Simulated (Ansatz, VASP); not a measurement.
# Two plane-wave programs on TiPd

File INCAR:

```
SYSTEM = TiPd
ALGO     = Normal         ! electronic algorithm
EDIFF    = 1E-6           ! SCF threshold, eV
ENCUT    = 520            ! plane-wave cutoff, eV
ISIF     = 2              ! what is computed and relaxed
ISMEAR   = -1             ! smearing method
LASPH    = .True.         ! aspherical terms in the spheres
LCHARG   = .False.        ! write CHGCAR
LREAL    = .False.        ! projectors in reciprocal space
LWAVE    = .False.        ! write WAVECAR
NBANDS   = 18             ! bands
NELM     = 100            ! most SCF steps
PREC     = Accurate       ! precision mode
SIGMA    = 0.05           ! smearing width, eV
```

Contents of KPOINTS:

```
k-points
0
Gamma
  8 8 6
  0 0 0
```

Contents of POSCAR:

```
TiPd
1.0
    2.8608599731      0.0000000000      0.0000000000
    0.0000000000      2.8608599731      0.0000000000
    0.0000000000      0.0000000000      3.9291484459
Ti Pd
1 1
Direct
    0.0000000000      0.0000000000      0.0000000000
    0.5000000000      0.5000000000      0.5000000000
```

Input for Ansatz:

```yaml
crystal:
  lattice:
    - [2.8608599730939797, 0.0, 0.0]
    - [0.0, 2.8608599730939797, 0.0]
    - [0.0, 0.0, 3.9291484459060153]
  atoms:
    - { symbol: Ti, position: [0.0, 0.0, 0.0] }
    - { symbol: Pd, position: [0.5, 0.5, 0.5] }
basis:
  ecutwfc: 500.0
kpoints:
  mp_grid:
    grid: [8, 8, 6]
hamiltonian:
  xc: lda
scf:
  occupations:
    method: fermi_dirac
    width: 0.05
output:
  stress: true
```

The cell comes from a database or a generator and needn't be the stable form of this composition.

Alike in both runs: task single point; functional LDA; k mesh 8 × 8 × 6; occupations fermi-dirac, width 0.05 eV; no spin polarisation.

|  | VASP | Ansatz |
| --- | --- | --- |
| version | VASP 6.6.1 | Ansatz 0.2.0 |
| potentials or method | VASP PAW LDA potentials, release 64 (Ti_sv, Pd) | plane waves, PAW |
| plane-wave cutoff (eV) | 520 | 500 |
| valence electrons in the cell | 22 | 30 |

|  | VASP | Ansatz | Ansatz less VASP |
| --- | --- | --- | --- |
| pressure (GPa) | -15.2 | -15.4 | -0.21 |
| largest component of the traceless stress (GPa) | 1.18 | 1.20 | +0.021 |

The two sets of potentials don't hold the same shells in valence.

Caveats: so large a pressure means that the cell lies far from this level's equilibrium, or that cutoff or potentials fall short (VASP).
